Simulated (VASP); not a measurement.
Runs of VASP 6.6.1 on Ge. Symmetry: Fd-3m, No. 227, cubic system. The conventional cell has a = 5.674 Å, b = 5.674 Å, c = 5.674 Å, α = 90.00°, β = 90.00°, γ = 90.00°. Around Ge (site symmetry -43m) lie 4 Ge at 2.46 Å. 

```csv
task,level,potentials or basis,spin,cell,cutoff (eV),gap on the mesh (eV),pressure (GPa)
optical spectrum,PBE,"VASP PAW PBE potentials, release 64 (Ge_d)",off,"Fd-3m, 22.83 Å³/atom",520,none,3.0
relaxation of cell and atoms,PBEsol,"VASP PAW PBE potentials, release 64 (Ge_d)",off,relaxed,600,none,0.0
band structure,LDA,"VASP PAW LDA potentials, release 64 (Ge_d)",off,"Fd-3m, 22.83 Å³/atom",520,-,-1.7
band structure,TB-mBJ,"VASP PAW PBE potentials, release 64 (Ge_d)",off,"Fd-3m, 22.83 Å³/atom",520,0.68,-
band structure,PBE,"VASP PAW PBE potentials, release 64 (Ge_d)","SOC, no magnetisation","Fd-3m, 22.83 Å³/atom",520,-,3.0
band structure,r2SCAN,"VASP PAW PBE potentials, release 64 (Ge_d)",off,"Fd-3m, 22.83 Å³/atom",520,(a),0.0
```

Alike in all rows: k mesh 10 × 10 × 10; smearing gaussian 0.03 eV.

**Question.** Fill in the values left out.

**Answer.** (a) 0.32.

Caveats: this crystal is a semiconductor, whose small gap the functional closes, so the metal is an error of the method (some runs); the PAW data sets were made with another functional, which shifts forces and pressure a little (some runs); independent-particle spectra lack excitons (some runs); the intraband (Drude) part of a metal's response may be missing (some runs).

A k mesh can miss the band edges, and rows without SOC leave out spin-orbit coupling on Ge.

A gap of «none» marks a metal or a gap under the smearing width.
